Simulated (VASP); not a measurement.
Method: PBEsol GGA, VASP's PBE PAW potentials (set 64) (plane waves; VASP).

A VASP calculation is set up with these files.

POSCAR:
```
WS2
1.0
  1.5732091909  -2.7248782276   0.0000000000
  1.5732091909   2.7248782276   0.0000000000
  0.0000000000   0.0000000000  12.5661426009
W S
2 4
Cart
  1.5732091909   0.9082945591   3.1415356502
  1.5732091909  -0.9082945591   9.4246069507
  1.5732091909   0.9082945591  10.9934874656
  1.5732091909  -0.9082945591   4.7104161651
  1.5732091909  -0.9082945591   1.5726551353
  1.5732091909   0.9082945591   7.8557264358
```

### INCAR
```
SYSTEM = WS2
PREC = Accurate
ENCUT = 400
EDIFF = 1E-8
NELM = 100
ALGO = Normal
LREAL = .FALSE.
LASPH = .TRUE.
ISMEAR = 0
SIGMA = 0.01
GGA = PS
LMAXMIX = 6
LWAVE = .FALSE.
LCHARG = .FALSE.
IBRION = 8
NSW = 1
LEPSILON = .TRUE.
```

**KPOINTS**
```
Automatic mesh
0
Gamma
9 9 2
0 0 0
```

POTCAR, in this order: W_sv S (PBE.64 set). Program: vasp_std.

**Question.** What will the output report for the number of irreducible k-points (NKPTS), number of bands (NBANDS), largest plane-wave count, number of space-group operations, FFT grid (NGX, NGY, NGZ)?

**Answer.** 
* **number of irreducible k-points (NKPTS)**: 24
* **number of bands (NBANDS)**: 31
* **largest plane-wave count**: 1974
* **number of space-group operations**: 24
* **FFT grid (NGX, NGY, NGZ)**: 24 × 24 × 84

The compound is WS2 in the 2H layered structure. It was relaxed first.
